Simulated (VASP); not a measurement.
# PF₃: screened Coulomb integrals of an active space by constrained RPA

PF₃, molecule in box, 4 atoms in the cell. PBE, constrained RPA for the effective Coulomb interaction; PAW potentials F_GW, P_GW (PBE set).

Target states: HOMO-1 to LUMO+1; Empty bands asked for: 150; Cutoff of the response function (eV): 100.

## Input

INCAR.step1:
```
SYSTEM = PF3
ENCUT = 420
PREC = Accurate
ISMEAR = -1
SIGMA = 0.02
LASPH = .True.
EDIFF = 1E-7
GGA = PE
ALGO = Normal
NELM = 150
LWAVE = .True.
LCHARG = .False.
```

INCAR.step2, as INCAR.step1 but for:
```
- ALGO = Normal
- NELM = 150
+ ALGO = Exact
+ NELM = 1
+ NBANDS = 163
+ LOPTICS = .True.
```

INCAR.step3:
```
SYSTEM = PF3
ALGO     = CRPA           ! electronic algorithm
ENCUT    = 420            ! plane-wave cutoff, eV
ENCUTGW  = 100            ! cutoff of the response function
GGA      = PE             ! functional
ISMEAR   = -1             ! smearing method
LASPH    = .True.         ! aspherical terms in the spheres
LCHARG   = .False.        ! write CHGCAR
LOCALIZED_BASIS= BLOCH        
LWAVE    = .False.        ! write WAVECAR
NBANDS   = 164            ! bands
NCRPA_BANDS= 12 13 14 15  
NTARGET_STATES= 12 13 14 15  
PREC     = Accurate       ! precision mode
PRECFOCK = Fast         
SIGMA    = 0.02           ! smearing width, eV
```

KPOINTS:
```
k-points
0
Gamma
  1 1 1
```

POSCAR:
```
PF3
1.0
    7.4000000000      0.0000000000      0.0000000000
    0.0000000000      7.2400000000      0.0000000000
    0.0000000000      0.0000000000      7.1000000000
F P
3 1
Direct
    0.6281283800      0.3843163000      0.6129929600
    0.3718716200      0.3797168500      0.4142042300
    0.5863175700      0.6202831500      0.3870070400
    0.4751689200      0.5193715500      0.5450774600
```

Commands (each step's output is kept before the next begins):
```
cat potpaw_PBE.64/F_GW/POTCAR potpaw_PBE.64/P_GW/POTCAR > POTCAR
cp INCAR.step1 INCAR
mpirun -np 4 vasp_std > vasp.out
cp INCAR.step2 INCAR
mpirun -np 4 vasp_std > vasp.out
cp INCAR.step3 INCAR
mpirun -np 4 vasp_std > vasp.out
```

## Result

- Screened U within a state, mean (eV): 8.77
- Screened U' between states, mean (eV): 7.63
- Screened J (eV): 0.49
- Bare U within a state, mean (eV): 11.06
- Bare U' between states, mean (eV): 9.07
- Bare J (eV): 0.75

Target levels:

| Energy (eV) | Occupation |
|---|---|
| -9.40 | 1.00 |
| -6.78 | 1.00 |
| -0.24 | 0.00 |
| -0.22 | 0.00 |

Screened density-density integrals (eV):

| State | 1 | 2 | 3 | 4 |
|---|---|---|---|---|
| 1 | 9.56 | 7.65 | 7.23 | 7.25 |
| 2 | 7.65 | 9.14 | 8.09 | 8.13 |
| 3 | 7.23 | 8.09 | 8.15 | 7.42 |
| 4 | 7.25 | 8.13 | 7.42 | 8.22 |

Screened exchange integrals (eV):

| State | 1 | 2 | 3 | 4 |
|---|---|---|---|---|
| 1 | 9.56 | 0.13 | 0.24 | 0.24 |
| 2 | 0.13 | 9.14 | 0.95 | 0.96 |
| 3 | 0.24 | 0.95 | 8.15 | 0.38 |
| 4 | 0.24 | 0.96 | 0.38 | 8.22 |

Limits: the cutoff lies under the usual one of these potentials, so the numbers hold a basis-set error; the periodic box is only 7.10 Å wide at its narrowest and no larger one was tried.

VASP 6.6.1 took 698 s on 4 cores (Intel Xeon 6975P-C (Granite Rapids)), a shared host.
